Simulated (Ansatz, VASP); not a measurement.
# InP: VASP beside Ansatz

One calculation is typed for both programs; each brings its own data sets. How far apart do they land? The cell is taken from a series of runs on this material, whose earlier steps may have relaxed, scaled, displaced or heated it; both programs get it as it stands.

Program: Ansatz 0.2.0. Level of theory: plane waves, with VASP 6.6.1 beside it; zone-centre phonons at LDA. Results are calculated unless marked as measured.

### 1. Starting point

It takes space group F-43m (No. 216, cubic). The conventional cell has a = 5.827 Å, b = 5.827 Å, c = 5.827 Å, α = 90.00°, β = 90.00°, γ = 90.00°. Nearest to P lie 4 In at 2.52 Å. Nearest to In lie 4 P at 2.52 Å. Farther neighbours are not listed.

### 2. VASP: zone-centre phonons, LDA

Second derivatives magnify differences that forces hide, and they need a tight electronic threshold.

Lines of VASP's logs that name or quote its potential files are left out, and so is its time.

The input, INCAR:

```
SYSTEM = InP
PREC = Accurate
ENCUT = 500
EDIFF = 1E-08
NELM = 120
ISMEAR = -1
SIGMA = 0.03
LREAL = .FALSE.
ALGO = Normal
GGA = PW92
NELECT = 17.990108
NBANDS = 14
LORBIT = 11
LWAVE = .FALSE.
LCHARG = .FALSE.
ISIF = 2
IBRION = 8
LASPH = .TRUE.
GGA_COMPAT = .FALSE.
KPAR = 2
```

The input, POSCAR:

```
InP
1.0
    0.0000000000      2.9134905970      2.9134905970
    2.9134905970      0.0000000000      2.9134905970
    2.9134905970      2.9134905970      0.0000000000
P In
1 1
Direct
    0.7500000000      0.7500000000      0.7500000000
    0.0000000000      1.0000000000      0.0000000000
```

The input, KPOINTS:

```
Automatic mesh
0
Gamma
24 24 24
0 0 0
```

Potentials, in the order of the species: P and In_d (LDA family, release 64).

Launch:

```console
mpirun -np 2 vasp_std
```

Numbers of over 12 decimals in the logs are rounded to 6 here.

Output:

```text
[banner, memory and clock lines left out]
running    2 mpi-ranks, on    1 nodes
 distrk:  each k-point on    1 cores,    2 groups
 distr:  one band on    1 cores,    1 groups

 POSCAR found type information on POSCAR P In
 POSCAR found :  2 types and       2 ions
|                                                                             |
|               ----> ADVICE to this user running VASP <----                  |
|                                                                             |
|     You enforced a specific xc type in the INCAR file but a different       |
|     [... a line on the potential file left out ...]
|     I HOPE YOU KNOW WHAT YOU ARE DOING!                                     |
|                                                                             |

 LDA part: xc-table for (Slater(with rela. corr.)+PW92), standard interpolation
 POSCAR, INCAR and KPOINTS ok, starting setup
 FFT: planning ... GRIDC
 FFT: planning ... GRID_SOFT
 FFT: planning ... GRID
 WAVECAR not read
 entering main loop
       N       E                     dE             d eps       ncg     rms          rms(c)
DAV:   1     0.111146747380E+03    0.11115E+03   -0.77774E+03 11636   0.131E+03
DAV:   2    -0.207475221087E+01   -0.11322E+03   -0.10914E+03 12200   0.316E+02
DAV:   3    -0.993268900221E+01   -0.78579E+01   -0.78061E+01 15278   0.862E+01
DAV:   4    -0.101452535003E+02   -0.21256E+00   -0.21245E+00 13886   0.154E+01
DAV:   5    -0.101561542130E+02   -0.10901E-01   -0.10900E-01 17812   0.307E+00BRMIX: very serious problems
 the old and the new charge density differ
 old charge density:    18.00000 new   17.99011
BRMIX: very serious problems
 the old and the new charge density differ
 old charge density:    18.00000 new   17.99011
    0.595E+00
DAV:   6    -0.976788059842E+01    0.38827E+00   -0.62956E-01 18028   0.145E+01    0.358E+00
DAV:   7    -0.972541304376E+01    0.42468E-01   -0.15727E-01 15438   0.354E+00    0.118E+00
DAV:   8    -0.972029052916E+01    0.51225E-02   -0.14150E-02 15610   0.156E+00    0.421E-01
DAV:   9    -0.972001227954E+01    0.27825E-03   -0.12892E-03 15260   0.485E-01    0.184E-01
DAV:  10    -0.972003580140E+01   -0.23522E-04   -0.14704E-04 18160   0.116E-01    0.119E-01
DAV:  11    -0.972003951276E+01   -0.37114E-05   -0.18080E-05 17664   0.679E-02    0.437E-02
DAV:  12    -0.972003752111E+01    0.19917E-05   -0.57129E-06 14702   0.398E-02    0.156E-02
DAV:  13    -0.972003747175E+01    0.49360E-07   -0.27797E-07 15296   0.438E-03    0.141E-02
DAV:  14    -0.972003740956E+01    0.62191E-07   -0.13742E-07 14720   0.535E-03    0.256E-03
DAV:  15    -0.972003740511E+01    0.44438E-08   -0.21059E-08 11774   0.117E-03
   1 F= -.97200374E+01 E0= -.97198217E+01  d E =-.431364E-03
 Linear response reoptimize wavefunctions to high precision
DAV:   1    -0.972003740510E+01    0.15916E-10   -0.60148E-10  9592   0.221E-04
 Linear response DOF=           2
 Linear response progress:
  Degree of freedom:   1/  2
       N       E                     dE             d eps       ncg     rms          rms(c)
RMM:   1    -0.504257782933E-01   -0.50426E-01    0.32838E-02115274   0.197E+00
RMM:   2    -0.482340001085E-01    0.21918E-02   -0.45395E-04 89532   0.715E-01    0.152E-01
RMM:   3    -0.488342892058E-01   -0.60029E-03   -0.16313E-03101246   0.303E-01    0.582E-02
RMM:   4    -0.490889621976E-01   -0.25467E-03   -0.20601E-04101450   0.115E-01    0.182E-02
RMM:   5    -0.491225200964E-01   -0.33558E-04   -0.20943E-05106612   0.371E-02    0.110E-02
RMM:   6    -0.491120685918E-01    0.10452E-04   -0.42218E-06105088   0.124E-02    0.404E-03
RMM:   7    -0.491127515387E-01   -0.68295E-06   -0.41211E-07105948   0.451E-03    0.186E-03
RMM:   8    -0.491160509725E-01   -0.32994E-05   -0.59641E-08102761   0.170E-03    0.404E-04
RMM:   9    -0.491159936255E-01    0.57347E-07    0.68137E-07116324   0.581E-04    0.243E-04
RMM:  10    -0.491159513306E-01    0.42295E-07    0.19880E-07108480   0.239E-04    0.931E-05
RMM:  11    -0.491160595571E-01   -0.10823E-06   -0.23582E-08111630   0.974E-05    0.490E-05
RMM:  12    -0.491160574233E-01    0.21338E-08   -0.12978E-08112005   0.372E-05    0.378E-05
 first order change of Fermi-energy   0.16526E-03
 force on displaced ion       1 direction 1 :  -7.969  -0.000  -0.000
 Linear response progress:
  Degree of freedom:   2/  2
       N       E                     dE             d eps       ncg     rms          rms(c)
RMM:   1    -0.234553944288E+00   -0.23455E+00   -0.66903E-02 75434   0.543E+00
RMM:   2    -0.237156221834E+00   -0.26023E-02   -0.15291E-02 92416   0.118E+00    0.938E-02
RMM:   3    -0.237157824083E+00   -0.16022E-05   -0.17799E-03102584   0.366E-01    0.490E-02
RMM:   4    -0.236984926985E+00    0.17290E-03   -0.17184E-04102317   0.124E-01    0.243E-02
RMM:   5    -0.236954335646E+00    0.30591E-04   -0.20524E-05105771   0.456E-02    0.799E-03
RMM:   6    -0.236961726262E+00   -0.73906E-05   -0.90116E-06108001   0.162E-02    0.247E-03
RMM:   7    -0.236972686375E+00   -0.10960E-04   -0.39544E-06107804   0.483E-03    0.734E-04
RMM:   8    -0.236970679852E+00    0.20065E-05   -0.21213E-06107775   0.207E-03    0.373E-04
RMM:   9    -0.236968734328E+00    0.19455E-05   -0.60758E-07106324   0.952E-04    0.147E-04
RMM:  10    -0.236969564470E+00   -0.83014E-06   -0.30542E-07104597   0.457E-04    0.111E-04
RMM:  11    -0.236969500086E+00    0.64384E-07    0.19197E-08113773   0.229E-04    0.883E-05
RMM:  12    -0.236969535294E+00   -0.35208E-07   -0.51241E-08113821   0.122E-04    0.887E-05
RMM:  13    -0.236969452779E+00    0.82514E-07    0.40495E-08103102   0.781E-05    0.294E-05
RMM:  14    -0.236969560477E+00   -0.10770E-06    0.21910E-08102865   0.526E-05    0.706E-06
RMM:  15    -0.236969565541E+00   -0.50641E-08    0.17365E-08111344   0.313E-05    0.119E-05
 first order change of Fermi-energy  -0.22525E-04
 force on displaced ion       2 direction 1 :  -8.000  -0.000  -0.000
 Linear response finished
```

From OUTCAR (step 2):

```text
NELECT = 17.990108

 ion  position               nearest neighbor table
   1  0.750  0.750  0.750-   2 2.52   2 2.52   2 2.52   2 2.52
   2  0.000  0.000  0.000-   1 2.52   1 2.52   1 2.52   1 2.52

  LATTYP: Found a face centered cubic cell.
 ALAT       =     5.8269811940

 Subroutine GETGRP returns: Found 24 space group operations
 (whereof 24 operations were pure point group operations)

The static configuration has the point symmetry T_d .

 Found    413 irreducible k-points:

   k-points           NKPTS =    413   k-points in BZ     NKDIM =    413   number of bands    NBANDS=     14

   dimension x,y,z NGX =    30 NGY =   30 NGZ =   30
   dimension x,y,z NGXF=    60 NGYF=   60 NGZF=   60

   ENCUT  =  500.0 eV  36.75 Ry    6.06 a.u.   7.51  7.51  7.51*2*pi/ulx,y,z

 k-points in reciprocal lattice and weights: Automatic mesh
   0.00000000  0.00000000  0.00000000       0.000
   0.04166667  0.00000000  0.00000000       0.001
   0.08333333  0.00000000  0.00000000       0.001
   0.12500000  0.00000000  0.00000000       0.001
   0.16666667  0.00000000  0.00000000       0.001
   0.20833333  0.00000000  0.00000000       0.001
   0.25000000  0.00000000  0.00000000       0.001
   0.29166667  0.00000000  0.00000000       0.001
   0.33333333  0.00000000  0.00000000       0.001
[...]
-0.29166667  0.50000000  0.20833333       0.001
  -0.25000000  0.50000000  0.25000000       0.000

 average (electrostatic) potential at core
       1 -83.8550       2 -95.0719

  Total       -0.1094537     -0.1094537     -0.1094537      0.0000000      0.0000000      0.0000000
  in kB       -3.5454405     -3.5454405     -3.5454405      0.0000000      0.0000000      0.0000000
  external PRESSURE =      -3.5454405 kB  Pullay stress =       0.0000000 kB

  energy-cutoff  :      500.00
  volume of cell :       49.46
      direct lattice vectors                 reciprocal lattice vectors
     0.000000000  2.913490597  2.913490597    -0.171615450  0.171615450  0.171615450
     2.913490597  0.000000000  2.913490597     0.171615450 -0.171615450  0.171615450
     2.913490597  2.913490597  0.000000000     0.171615450  0.171615450 -0.171615450

 POSITION                                       TOTAL-FORCE (eV/Angst)
 -----------------------------------------------------------------------------------
      4.37024      4.37024      4.37024        -0.000000      0.000000     -0.000000
      0.00000      0.00000      0.00000         0.000000     -0.000000      0.000000
 -----------------------------------------------------------------------------------
    total drift:                                0.000000      0.000000      0.000000

 Eigenvectors and eigenvalues of the dynamical matrix
 ----------------------------------------------------

   1 f  =    8.939013 THz    56.165476 2PiTHz  298.173384 cm-1    36.968771 meV
             X         Y         Z           dx          dy          dz
      4.370236  4.370236  4.370236     0.000000    0.887075    0.000000
      0.000000  0.000000  0.000000     0.000000   -0.461625    0.000000

   2 f  =    8.939013 THz    56.165476 2PiTHz  298.173384 cm-1    36.968771 meV
             X         Y         Z           dx          dy          dz
      4.370236  4.370236  4.370236     0.887075    0.000000    0.000000
      0.000000  0.000000  0.000000    -0.461625    0.000000    0.000000

   3 f  =    8.939013 THz    56.165476 2PiTHz  298.173384 cm-1    36.968771 meV
             X         Y         Z           dx          dy          dz
      4.370236  4.370236  4.370236     0.000000    0.000000    0.887075
      0.000000  0.000000  0.000000     0.000000    0.000000   -0.461625

   4 f/i=    0.007072 THz     0.044437 2PiTHz    0.235908 cm-1     0.029249 meV
             X         Y         Z           dx          dy          dz
      4.370236  4.370236  4.370236    -0.461625    0.000000    0.000000
      0.000000  0.000000  0.000000    -0.887075    0.000000    0.000000

   5 f/i=    0.007072 THz     0.044437 2PiTHz    0.235908 cm-1     0.029249 meV
             X         Y         Z           dx          dy          dz
      4.370236  4.370236  4.370236     0.000000   -0.461625    0.000000
      0.000000  0.000000  0.000000     0.000000   -0.887075    0.000000

   6 f/i=    0.007072 THz     0.044437 2PiTHz    0.235908 cm-1     0.029249 meV
             X         Y         Z           dx          dy          dz
      4.370236  4.370236  4.370236     0.000000    0.000000   -0.461625
      0.000000  0.000000  0.000000     0.000000    0.000000   -0.887075

 ELASTIC MODULI CONTR FROM IONIC RELAXATION (kBar)
 Direction    XX          YY          ZZ          XY          YZ          ZX
 --------------------------------------------------------------------------------
 XX          -0.0000     -0.0000     -0.0000      0.0000      0.0000      0.0000
 YY          -0.0000     -0.0000     -0.0000      0.0000      0.0000      0.0000
 ZZ          -0.0000     -0.0000     -0.0000      0.0000      0.0000      0.0000
 XY           0.0000      0.0000      0.0000   -271.4889      0.0000      0.0000
 YZ           0.0000      0.0000      0.0000      0.0000   -271.4889      0.0000
 ZX           0.0000      0.0000      0.0000      0.0000      0.0000   -271.4889
 --------------------------------------------------------------------------------
```

The cell is charged against a uniform background. Energies printed during the response cycles are not total energies of the cell.

### 3. Ansatz: zone-centre phonons, LDA

Ansatz runs on its PAW soft_1 files.

The same cell, functional (in two slightly different forms), mesh and smearing now go to Ansatz, which takes its cutoff from its data sets.

The input, input.yaml:

```yaml
crystal:
  lattice:
    - [0.0, 2.913490597, 2.913490597]
    - [2.913490597, 0.0, 2.913490597]
    - [2.913490597, 2.913490597, 0.0]
  atoms:
    - { symbol: P, position: [0.75, 0.75, 0.75] }
    - { symbol: In, position: [0.0, 0.0, 0.0] }
total_charge: 0.009892
kpoints:
  mp_grid: { grid: [24, 24, 24] }
hamiltonian:
  xc: lda
  pseudopotentials: { kind: paw, azcp: { folder: soft_1 }, xc_functional: pbe }
scf:
  occupations: { method: fermi_dirac, width: 0.03 }
output:
  eigenvalues: true
phonons:
  method: dfpt
```

Launch:

```console
ansatz run input.yaml --threads 8 --pin off --max-ram 16384MiB --backend cpu --events-out ev --progress --plain --runs-dir out
```

Output:

```text
zone centre: on kpoints.mp_grid the ground state, and the responses unless they are solved on pairs of k-points, stand on 1063 of the mesh's 13824 k-points, reduced under 8 symmetry operations, with k and −k counted as one. Each operation leaves every solved displacement unchanged or reverses it
Engine: ansatz 0.2.0, aarch64-unknown-linux-gnu
Pseudopotentials: kind: paw
Pseudopotential: P, paw, valence charge 5, recommended cutoff 420 eV (normal), soft_1/P.paw.azcp
Pseudopotential: In, paw, valence charge 13, recommended cutoff 420 eV (normal), soft_1/In.paw.azcp
Functional definition: SPW92
  exchange = slater_x
  correlation = pw_c
Crystal: 2 atoms, lattice volume = 49.462 Å³
Basis set: ecut = 420 eV, 941 PW (Γ), exchange–correlation on 60×60×60 points (8 copies of the dense FFT grid, shifted against one another)
Bands: 13, of which v1, the nominal top of the filled ones, is band 9 counted from 1 (8 counted from 0)
Symmetry: 24 space group operations
k-points: 1063 of 13824 (irreducible under 8 space group operations, time reversal used)
Non-local potential: P, projectors of the file, l = 0: 2, l = 1: 2, l = 2: 1
Non-local potential: In, projectors of the file, l = 0: 2, l = 1: 2, l = 2: 2, l = 3: 1
PAW form: soft (Blöchl's): semilocal exchange-correlation on the pseudo side does not see the compensation charge
PAW frozen core: P, regenerated for the run's functional, and the local potential with it (the file was generated under x = pbe(κ = 0.804, μ = 0.219515), c = pbe(β = 0.066725))
PAW frozen core: In, regenerated for the run's functional, and the local potential with it (the file was generated under x = pbe(κ = 0.804, μ = 0.219515), c = pbe(β = 0.066725))
PAW one-centre angular grid: P, 110 points (default); XC on 64 Gauss nodes
PAW one-centre angular grid: In, 590 points (default); XC on 64 Gauss nodes
Initial density: superposition of atomic densities (chi_scale 0.1, normalization cell, long waves kept (reshape's long-wave potential 0.00 eV rms))
Initial wavefunctions: pseudopotential atomic-orbital guess
Functional: x = slater, c = lda
SCF iter   1: F=—  HF=-6183.925792 eV  |F-HF|=—  |Δ(HF+E_count)|=         —  Δρ=3.27e-2  dr2=7.71e-1  ethr=3.10e-3  ⟨swp⟩=6.3  Hψ=95658  notcnv=0
preconditioner: auto → Kerker (q_TF=auto, 2.305 Å⁻¹)  [metal: Δε(μ)=0.005 eV  Ē_g=14.475 eV  σ=0.030 eV  W_gap=0.04  n_scr=14 (ndim 8)  ℏωp=22.4 eV  f_vac=0.000  D(μ)=0.16/eV (n_scr^D=0)]
SCF iter   2: F=—  HF=-6183.741149 eV  |F-HF|=—  |Δ(HF+E_count)|=   1.85e-1  Δρ=1.96e-2  dr2=2.45e-1  ethr=3.10e-3  ⟨swp⟩=2.0  Hψ=26575  notcnv=0
SCF iter   3: F=—  HF=-6183.675603 eV  |F-HF|=—  |Δ(HF+E_count)|=   6.55e-2  Δρ=4.17e-3  dr2=1.46e-2  ethr=1.36e-3  ⟨swp⟩=2.1  Hψ=20466  notcnv=0
SCF iter   4: F=—  HF=-6183.673730 eV  |F-HF|=—  |Δ(HF+E_count)|=   1.87e-3  Δρ=1.46e-3  dr2=1.97e-3  ethr=8.12e-5  ⟨swp⟩=2.4  Hψ=23808  notcnv=0
SCF iter   5: F=—  HF=-6183.673796 eV  |F-HF|=—  |Δ(HF+E_count)|=   6.55e-5  Δρ=4.32e-4  dr2=1.09e-4  ethr=1.09e-5  ⟨swp⟩=2.1  Hψ=23462  notcnv=0
SCF iter   6: F=—  HF=-6183.673823 eV  |F-HF|=—  |Δ(HF+E_count)|=   2.68e-5  Δρ=5.63e-5  dr2=1.19e-6  ethr=6.03e-7  ⟨swp⟩=2.4  Hψ=22928  notcnv=0
SCF iter   7: F=—  HF=-6183.673824 eV  |F-HF|=—  |Δ(HF+E_count)|=   1.02e-6  Δρ=8.16e-6  dr2=4.02e-8  ethr=6.64e-9  ⟨swp⟩=3.0  Hψ=23929  notcnv=0
SCF iter   8: F=—  HF=-6183.673824 eV  |F-HF|=—  |Δ(HF+E_count)|=   1.82e-8  Δρ=2.35e-6  dr2=5.44e-9  ethr=2.23e-10  ⟨swp⟩=1.9  Hψ=15427  notcnv=0
SCF iter   9: F=—  HF=-6183.673824 eV  |F-HF|=—  |Δ(HF+E_count)|=   1.50e-9  Δρ=6.56e-7  dr2=3.60e-10  ethr=3.02e-11  ⟨swp⟩=1.6  Hψ=14644  notcnv=0
SCF iter  10: F=-6183.673824 eV  HF=-6183.673824 eV  |F-HF|=1.82e-12  |Δ(HF+E_count)|=  3.46e-11  Δρ=7.93e-8  dr2=2.72e-12  ethr=1.00e-12  ⟨swp⟩=7.0  Hψ=89200  notcnv=0
SCF 1 converged in 10 iterations: F = -6183.673824 eV  dr2 = 2.72e-12
  greatest PAW one-centre occupation: 0.982 electrons in one spin orbital (limit 2), on the In atom at site 1 (counted from 0), in its partial waves of l = 2
DFPT response loops at Γ: preconditioner auto → Kerker (q_TF=auto, 2.305 Å⁻¹) (partly filled bands, converged f_vac=0.008); β = 1.00, the filter's whole step (`scf.mixing.beta` (0.50) is not read by the response loops under this deck's `scf.mixing.preconditioner`; to damp them name `kerker` or `kerker_dos`, under which they read `scf.mixing.beta`, and type it under 1.00, their step now; both keys bind the ground state too); Broyden in place of MSR1
SCF converged after 10 iterations
Free energy (F): -6183.673824 eV
Harris-Foulkes:  -6183.673824 eV  (|F-HF|=1.82e-12)
Internal energy: -6183.673393 eV  (E = F + TS)
E sigma→0 (E₀):  -6183.673608 eV
Entropy (-TS):   -0.000431 eV (-0.215 meV/atom)
Fermi energy:    6.915239 eV
--- Per-component energies (eV) ---
  E_band       = -53.249233
  E_kinetic    = 288.996155
  E_local      = -1325.148439  (includes V_loc(G=0)·N_el)
  E_nonlocal   = 363.914304
  E_hartree    = 529.235137
  E_xc         = -214.032623
  E_vxc        = -151.638369  (∫ρ·V_xc dr)
  E_paw        = -4599.204929  (= ΣΔE_a)
  E_vpaw       = -287.843251  (= ΣTr[D̂ρ^β])
  E_aug_tail   = 0.000084  (compensation charges beyond the density's cutoff)
  E_ewald      = -1227.834968
  E_core_change = 0.401886  (= ΣΔE_core)
  E_smearing   = -0.000431  (= −TS)
  E_closure    = 0.000000  (closes the sum)
  E_deformation_potential = 0.131839  (in the stress; not in F)
  Σ components = -6183.673824   (vs F -6183.673824, Δ=0.00e0)
--- Band table (eV; the first three rows and the last of 1063) ---
  k-point 0: bands = [... 5 lower, -4.6833, 6.9936, 6.9936, 6.9936, 7.5723, 10.9580, 10.9580, 10.9580]
  k-point 1: bands = [... 5 lower, -4.6625, 6.6242, 6.9692, 6.9692, 7.8762, 10.9593, 10.9944, 10.9944]
  k-point 2: bands = [... 5 lower, -4.6004, 6.0272, 6.9000, 6.9000, 8.2674, 10.9913, 11.0966, 11.0966]
  k-point 1062: bands = [... 5 lower, -2.0953, 1.1986, 3.9196, 3.9441, 11.1815, 11.3310, 12.4474, 13.0453]
--- Phonons (Γ-DFPT): 2 representative perturbations + reference, on 1063 of 13824 k-points (Σ response iterations 6) ---
  k mesh reduced under 8 symmetry operations, with k and −k counted as one. Each operation leaves every solved displacement unchanged or reverses it
  ASR residual: 1.958e-5 → 0.000e0 eV/Å²; symmetrization residual: 4.428e-6 eV/Å²
  ASR residual per site (eV/Å²): 1.96e-5 1.51e-5
  Γ frequencies (cm⁻¹): 0.00 0.00 0.00 298.86 298.86 298.86
  non-analytic LO–TO correction: not included (Born effective charges unavailable; polar crystals: no LO–TO splitting at Γ)
```

In the SCF lines HF is the Harris–Foulkes energy and dr2 the Hartree energy of the density residual, in eV; the loop may stop once dr2 is under the threshold and the program's other checks hold. Hψ counts applications of the Hamiltonian.

### 4. Differences

Known differences besides the potentials themselves: the cutoff is 420 eV in Ansatz and 500 eV in VASP; VASP's log shows a relativistic correction to its local exchange, Ansatz's none. Total energies have different zeros and are not compared.

The two programs side by side:

```
                  quantity  Ansatz   VASP  difference
optical mode 1 to 3 (cm⁻¹)   298.9  298.2     +0.23 %
```

Modes are paired by rising frequency, not by their patterns, so a pair may set unlike modes beside each other; they are those without the splitting of longitudinal modes. The cell carries a charge of +0.009892 e against a uniform background, so its pressure also hangs on how the neutralising background is counted, and in a defect's cell a gap may be the spacing between its levels.

### 5. Results

| Item | Value |
| --- | --- |
| r.m.s. difference of the optical zone-centre modes, each program's sorted by frequency (zone-centre phonons, LDA) | 0.69 cm⁻¹ |

The r.m.s. difference of the optical zone-centre modes, each program's sorted by frequency is 0.69 cm⁻¹ (zone-centre phonons, LDA). Such differences can come from data sets, numerical settings and the points named under the comparisons, not from the functional's error against experiment.

[Lines on the potential files, build, host, timing and source positions are cut from VASP's logs without a mark.]

[Logs are printed without paths, hosts, clocks, repeated set-up lines and the standing remarks that a program may print on its own settings, such as how far it seeks lower states.]

[Hosts, paths, dates, database ids (printed as entryN), source tags and the programs' standing remarks are cut or masked in the printed files.]
